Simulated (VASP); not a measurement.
Input:

```
CELL_PARAMETERS angstrom
      4.17101     0.00000     0.00000
      0.00000     4.17101     0.00000
      0.00000     0.00000     4.17101
ATOMIC_POSITIONS crystal
  Ba 0.00000 0.00000 0.00000
  Hf 0.50000 0.50000 0.50000
  O  0.50000 0.00000 0.50000
  O  0.00000 0.50000 0.50000
  O  0.50000 0.50000 0.00000
```

Calculation: r2SCAN meta-GGA, VASP's PBE PAW potentials (set 64) (plane waves; VASP). Run with 520 eV cut-off, 6×6×6 Γ-centred mesh, tetrahedra with Blöchl corrections, potentials Ba_sv Hf_pv O.

The cores are frozen, which limits the accuracy of field gradients.

Q: Give the principal components of the electric field gradient (V/Å²) and the asymmetry η at each nucleus.

A: 
| atom | Vxx | Vyy | Vzz | η |
|---|---|---|---|---|
| Ba1 | 0.0 | 0.0 | 0.0 | - |
| Hf2 | 0.0 | 0.0 | 0.0 | - |
| O3 | 2.0 | 2.0 | -4.0 | 0.00 |
| O4 | 2.0 | 2.0 | -4.0 | 0.00 |
| O5 | 2.0 | 2.0 | -4.0 | 0.00 |

The compound is BaHfO3 in the cubic perovskite structure. It was relaxed first.
